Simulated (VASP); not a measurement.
Runs of VASP 6.6.1 on Na2B. It takes space group Cmmm (No. 65, orthorhombic). Conventional cell: a = 5.426 Å, b = 5.607 Å, c = 3.671 Å, α = 90.00°, β = 90.00°, γ = 90.00°. Around Na (site symmetry 2/m) lie 2 B at 1.95 Å. Around B (site symmetry mmm) lie 4 Na at 1.95 Å. The cell was built by a generator and needn't be a form met in nature.

| task | level | potentials or basis | cell | cutoff (eV) | smearing | gap on the mesh (eV) | pressure (GPa) | relaxed volume (Å³/atom) |
| --- | --- | --- | --- | --- | --- | --- | --- | --- |
| single point | PBE | VASP PAW PBE potentials, release 64 (Na_pv, B) | as given | 520 | fermi-dirac 0.05 eV | none | 32.6 | - |
| relaxation of cell and atoms | PBE | VASP PAW PBE potentials, release 64 (Na_pv, B) | relaxed | 600 | methfessel-paxton 0.1 eV | none | 0.0 | (a) |
| density of states | r2SCAN+rVV10 | VASP PAW PBE potentials, release 64 (Na_pv, B_s) | as given | 400 | tetrahedron | none | 32.4 | - |
| relaxation of cell and atoms | LDA | VASP PAW LDA potentials, release 64 (Na_pv, B) | relaxed | 600 | methfessel-paxton 0.1 eV | none | 0.0 | 21.17 |

Alike in all rows: no spin polarisation; k mesh 7 × 7 × 7.

Problem. Fill in the values left out.

Solution. (a) 23.22.

Caveats: a pressure of tens of GPa on the cell as given is suspect, and the run, the potentials or the cell itself is likely at fault (some runs); the volume moved by over 15 % at a fixed basis, so the end points are rough (some runs); the PAW data sets were made with another functional, which shifts forces and pressure a little (some runs).

A k mesh can miss the band edges.

A gap of «none» marks a metal or a gap under the smearing width.

Not every run made on this cell is shown here.
